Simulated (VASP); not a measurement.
Method: PBE GGA, VASP's PBE PAW potentials (set 64) (plane waves; VASP).

VASP ran on this input.

KPOINTS:
```
kpoints
0
G
 16 16 8
```

### POSCAR
```
Zn
1
    1.3652658054    -2.3647101839     0.0000000000
    1.3652658054     2.3647101839     0.0000000000
    0.0000000000     0.0000000000     4.9619734322
Zn
2
Direct
  0.3333330000   0.6666670000   0.2500000000
  0.6666670000   0.3333330000   0.7500000000
```

**INCAR**
```
ALGO=Normal
EDIFF=1E-7
EDIFFG=-0.01
ENCUT=520
GGA=PE
IBRION=2
ISIF=4
ISMEAR=1
LASPH=.TRUE.
LCHARG=.FALSE.
LMAXMIX=4
LREAL=.FALSE.
LWAVE=.FALSE.
NELM=100
NSW=30
PREC=Accurate
SIGMA=0.1
SYSTEM=Zn
```

POTCAR, in this order: Zn (PBE.64 set). Program: vasp_std.

Output

File OSZICAR:
```
       N       E                     dE             d eps       ncg     rms          rms(c)
DAV:   1     0.952996139630E+02    0.95300E+02   -0.12846E+04  4864   0.233E+03
DAV:   2     0.266008012848E+00   -0.95034E+02   -0.93617E+02  4936   0.298E+02
DAV:   3    -0.237480741785E+01   -0.26408E+01   -0.26367E+01  6000   0.609E+01
DAV:   4    -0.238241494253E+01   -0.76075E-02   -0.76072E-02  5680   0.338E+00
DAV:   5    -0.238242718178E+01   -0.12239E-04   -0.12239E-04  5928   0.110E-01    0.353E+00
DAV:   6    -0.221212192001E+01    0.17031E+00   -0.87567E-01  4936   0.203E+01    0.275E+00
DAV:   7    -0.220525426726E+01    0.68677E-02   -0.25875E-02  5968   0.294E+00    0.144E+00
DAV:   8    -0.220167862866E+01    0.35756E-02   -0.18452E-03  6216   0.698E-01    0.464E-02
DAV:   9    -0.220169402923E+01   -0.15401E-04   -0.23703E-04  6792   0.227E-01    0.338E-02
DAV:  10    -0.220169746836E+01   -0.34391E-05   -0.21893E-05  5280   0.631E-02    0.278E-03
DAV:  11    -0.220169724453E+01    0.22383E-06   -0.16190E-07  4944   0.612E-03    0.162E-03
DAV:  12    -0.220169692562E+01    0.31891E-06   -0.30399E-08  2952   0.286E-03    0.693E-05
DAV:  13    -0.220169693288E+01   -0.72610E-08   -0.76573E-09  2832   0.950E-04
   1 F= -.22016969E+01 E0= -.22015811E+01  d E =-.220170E+01
       N       E                     dE             d eps       ncg     rms          rms(c)
DAV:   1    -0.222567045086E+01   -0.23974E-01   -0.44844E-01  5560   0.644E+00    0.914E-01
DAV:   2    -0.221253706779E+01    0.13133E-01   -0.13162E-02  5136   0.220E+00    0.552E-01
DAV:   3    -0.220532203954E+01    0.72150E-02   -0.89912E-03  6624   0.171E+00    0.541E-02
DAV:   4    -0.220541639416E+01   -0.94355E-04   -0.11624E-03  5080   0.408E-01    0.371E-02
DAV:   5    -0.220541573580E+01    0.65836E-06   -0.14015E-05  5776   0.846E-02    0.770E-03
DAV:   6    -0.220541499229E+01    0.74351E-06   -0.18531E-06  5832   0.234E-02    0.123E-03
DAV:   7    -0.220541498190E+01    0.10381E-07   -0.85830E-08  3296   0.271E-03
   2 F= -.22054150E+01 E0= -.22055240E+01  d E =-.371805E-02
       N       E                     dE             d eps       ncg     rms          rms(c)
DAV:   1    -0.221997484619E+01   -0.14560E-01   -0.28207E-01  5544   0.511E+00    0.726E-01
DAV:   2    -0.221148117502E+01    0.84937E-02   -0.82808E-03  5184   0.176E+00    0.438E-01
DAV:   3    -0.220687058095E+01    0.46106E-02   -0.58436E-03  6616   0.136E+00    0.451E-02
DAV:   4    -0.220692837200E+01   -0.57791E-04   -0.73305E-04  5104   0.323E-01    0.304E-02
DAV:   5    -0.220692747594E+01    0.89606E-06   -0.83397E-06  5728   0.672E-02    0.549E-03
DAV:   6    -0.220692710513E+01    0.37082E-06   -0.10387E-06  5848   0.173E-02    0.790E-04
DAV:   7    -0.220692711409E+01   -0.89667E-08   -0.46334E-08  2864   0.190E-03
   3 F= -.22069271E+01 E0= -.22069542E+01  d E =-.523018E-02
       N       E                     dE             d eps       ncg     rms          rms(c)
DAV:   1    -0.226009193628E+01   -0.53165E-01   -0.11293E+00  5520   0.102E+01    0.145E+00
DAV:   2    -0.222537875112E+01    0.34713E-01   -0.33976E-02  5216   0.336E+00    0.873E-01
DAV:   3    -0.220676010268E+01    0.18619E-01   -0.24899E-02  6544   0.264E+00    0.946E-02
DAV:   4    -0.220697393963E+01   -0.21384E-03   -0.28834E-03  5024   0.639E-01    0.649E-02
DAV:   5    -0.220696724955E+01    0.66901E-05   -0.40115E-05  5752   0.130E-01    0.948E-03
DAV:   6    -0.220696571044E+01    0.15391E-05   -0.51027E-06  5744   0.388E-02    0.139E-03
DAV:   7    -0.220696573811E+01   -0.27674E-07   -0.20920E-07  4368   0.577E-03
   4 F= -.22069657E+01 E0= -.22070351E+01  d E =-.526881E-02
       N       E                     dE             d eps       ncg     rms          rms(c)
DAV:   1    -0.222099355872E+01   -0.14028E-01   -0.29418E-01  5560   0.522E+00    0.739E-01
DAV:   2    -0.221210029127E+01    0.88933E-02   -0.82380E-03  5208   0.174E+00    0.446E-01
DAV:   3    -0.220729024692E+01    0.48100E-02   -0.60981E-03  6520   0.138E+00    0.460E-02
DAV:   4    -0.220735426075E+01   -0.64014E-04   -0.82284E-04  5032   0.355E-01    0.313E-02
DAV:   5    -0.220735325758E+01    0.10032E-05   -0.86295E-06  5904   0.626E-02    0.568E-03
DAV:   6    -0.220735303700E+01    0.22058E-06   -0.62460E-07  5336   0.186E-02    0.998E-04
DAV:   7    -0.220735302113E+01    0.15868E-07   -0.22363E-07  3664   0.754E-03
   5 F= -.22073530E+01 E0= -.22073256E+01  d E =-.565609E-02
```

File OUTCAR:
```
------------------------ aborting loop because EDIFF is reached ----------------------------------------
  FORCE on cell =-STRESS in cart. coord.  units (eV):
  Direction    XX          YY          ZZ          XY          YZ          ZX
  --------------------------------------------------------------------------------------
  Total       -0.6612424     -0.6612426     -0.6477743      0.0000000      0.0000000      0.0000000
  in kB      -33.0667656    -33.0667766    -32.3932639      0.0000000      0.0000000      0.0000000
  external PRESSURE =     -32.8422687 kB  Pullay stress =       0.0000000 kB
  volume of cell :       32.04
      direct lattice vectors                 reciprocal lattice vectors
     1.350979037 -2.339964721  0.000000000     0.370101968 -0.213678435 -0.000000000
     1.350979037  2.339964721 -0.000000000     0.370101968  0.213678435 -0.000000000
     0.000000000 -0.000000000  5.067475406     0.000000000  0.000000000  0.197336922
 POSITION                                       TOTAL-FORCE (eV/Angst)
 -----------------------------------------------------------------------------------
      1.35098      0.77999      1.26687        -0.000000      0.000000     -0.000000
      1.35098     -0.77999      3.80061         0.000000     -0.000000      0.000000
 -----------------------------------------------------------------------------------
    total drift:                                0.000013      0.000080      0.000003
  FREE ENERGIE OF THE ION-ELECTRON SYSTEM (eV)
  ---------------------------------------------------
  free  energy   TOTEN  =        -2.2073530211 eV

  energy  without entropy=       -2.2072706276  energy(sigma->0) =       -2.20732556

 reached required accuracy - stopping structural energy minimisation
```
(Selected blocks of OUTCAR.)

CONTCAR:
```
Zn
   1.00000000000000
     1.3509790365734156   -2.3399647205981449    0.0000000000000000
     1.3509790365734156    2.3399647205981449   -0.0000000000000000
     0.0000000000000000   -0.0000000000000000    5.0674754060762828
  Zn
     2
Direct
     0.3333330000000032    0.6666669999999968    0.2500000000000000
     0.6666669999999968    0.3333330000000032    0.7500000000000000
```

The compound is Zn in the hcp structure. This cell is one point of a volume scan, at 1.06 of the reference volume. Symmetry was kept, so distortions that lower it aren't found.
